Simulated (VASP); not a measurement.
Here is the system:

```
Te
1.0
    2.14264    -3.71116     0.00000
    2.14264     3.71116     0.00000
    0.00000     0.00000     5.82216
Te
3
Direct
  0.00000   0.27651   0.66667
  0.72349   0.72349   0.00000
  0.27651   0.00000   0.33333
```

Computed with AM05 GGA, VASP's PBE PAW potentials (set 64) (plane waves; VASP 6.6.1). Run with 520 eV cut-off, 6×6×4 Γ-centred mesh, Gaussian smearing of 0.050 eV, potentials Te.

Task: The ions and cell shape at fixed volume are relaxed. What does this cell relax into?

Result: 
```
Te
1.0
    2.11683    -3.66646     0.00000
    2.11683     3.66646     0.00000
    0.00000     0.00000     5.96497
Te
3
Direct
  0.00000   0.28687   0.66667
  0.71313   0.71313   0.00000
  0.28687   0.00000   0.33333
```
Space group P3_121 (152), at a tolerance of 0.03 Å.

Task: How much energy does the relaxation gain?

Result: The energy (σ→0) changes by -10.7 meV/atom, in 7 ionic steps.

| step | E(σ→0) (eV) | max force (eV/Å) | pressure (GPa) | volume (Å³) |
|---|---|---|---|---|
| 1 | -9.6207 | 0.318 | 3.63 | 92.59 |
| 2 | -9.6398 | 0.193 | 2.96 | 92.59 |
| 3 | -9.6523 | 0.011 | 1.76 | 92.59 |
| 4 | -9.6527 | 0.014 | 1.92 | 92.59 |
| 5 | -9.6527 | 0.019 | 1.95 | 92.59 |
| 6 | -9.6528 | 0.015 | 1.95 | 92.59 |
| 7 | -9.6528 | 0.008 | 1.96 | 92.59 |

The compound is Te in the trig structure. This cell is one point of a volume scan, at 0.94 of the reference volume. Symmetry was kept, so distortions that lower it aren't found.
